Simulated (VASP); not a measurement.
```xyz
3
Lattice="3.1797 0.0000 0.0000 -1.5898 2.7537 0.0000 0.0000 0.0000 3.5314" Properties=species:S:1:pos:R:3 pbc="T T T"
Hf     0.0000     0.0000     0.0000
B      0.0000     1.8358     1.7657
B      1.5898     0.9179     1.7657
```

Method: PBE GGA, VASP's PBE PAW potentials (set 64) (plane waves; VASP). Run with 400 eV cut-off, 8×8×6 Γ-centred mesh, Fermi-Dirac smearing of 0.10 eV, potentials Hf_pv B.

### Question
Give the energies of bands 5 to 11 at the high-symmetry points, in eV from the Fermi level.

### Answer

```tsv
band	Γ	M	K	A	L	H
5	-3.01	-9.11	-8.32	-8.31	-7.55	-9.06
6	-2.90	-4.09	-7.65	-1.27	-4.91	-5.53
7	-2.90	-3.48	-2.61	-1.27	-4.66	-3.22
8	-2.90	-2.84	-2.61	0.23	-2.83	-3.22
9	3.74	1.92	1.56	0.23	3.69	4.05
10	3.74	2.51	1.56	0.88	3.81	5.04
11	4.34	5.17	3.22	0.88	5.86	6.43
```

It has no gap at this level: it comes out as a metal or semimetal.

The structure comes from a computed database's HfB2 entry; how it stands against other phases isn't given here. The cell was not relaxed at this level.
